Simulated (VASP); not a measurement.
A VASP calculation is set up with these files.

### KPOINTS
```
Automatic mesh
0
Gamma
1 1 1
0 0 0
```

**INCAR**
```
ALGO = Normal
EDIFF = 1E-6
ENCUT = 300
ISIF = 2
ISMEAR = -1
LASPH = .True.
LCHARG = .False.
LMAXMIX = 4
LREAL = .False.
LWAVE = .False.
NELM = 100
PREC = Accurate
SIGMA = 0.1
SYSTEM = Ag
```

POSCAR:
```
Ag
1
    2.9821620000     0.0000000000     0.0000000000
   -1.4910810000     2.5826280000     0.0000000000
    0.0000000000     0.0000000000     9.6946250000
Ag
4
Direct
  0.0000000000   0.0000000000   0.0000000000
  0.0000000000   0.0000000000   0.5000000000
  0.3333330000   0.6666670000   0.2500000000
  0.6666670000   0.3333330000   0.7500000000
```

POTCAR, in this order: Ag (LDA.64 set). Program: vasp_std.

### Question
Translate this LDA calculation to Ansatz.

### Answer
One equivalent input (not run):
Ansatz 0.2 input:
```yaml
crystal:
  lattice:
    - [2.9821620, 0.0000000, 0.0000000]
    - [-1.4910810, 2.5826280, 0.0000000]
    - [0.0000000, 0.0000000, 9.6946250]
  atoms:
    - { symbol: Ag, position: [0.0000000, 0.0000000, 0.0000000] }
    - { symbol: Ag, position: [0.0000000, 0.0000000, 0.5000000] }
    - { symbol: Ag, position: [0.3333330, 0.6666670, 0.2500000] }
    - { symbol: Ag, position: [0.6666670, 0.3333330, 0.7500000] }
kpoints:
  mp_grid: { grid: [1, 1, 1] }
hamiltonian:
  xc: lda
  pseudopotentials: { kind: paw }
scf:
  occupations: { method: fermi_dirac, width: 0.1 }
  max_iter: 100
output: { forces: true, stress: true, eigenvalues: true }
```
The two are equivalent in intent, not identical: each code has its own PAW files, so the cut-off isn't converted (ENCUT is set for VASP's; basis.ecutwfc is left out, and Ansatz then takes the one that its files recommend); Ansatz stops its SCF on the density residual and VASP on the energy change (EDIFF); Ansatz's lda is the Perdew-Wang form, while the LDA potentials of VASP carry Perdew-Zunger's.

The structure comes from a computed database's Ag entry (P6_3/mmc); how it stands against other phases isn't given here. The cell was not relaxed at this level. The k-mesh is coarse (spacing up to 2.43 per Å, 2π included), so the numbers may not be converged in it. The run is one of a series of settings (KPOINTS 1×1×1 Γ-centred mesh against the base run), some of them coarse on purpose.
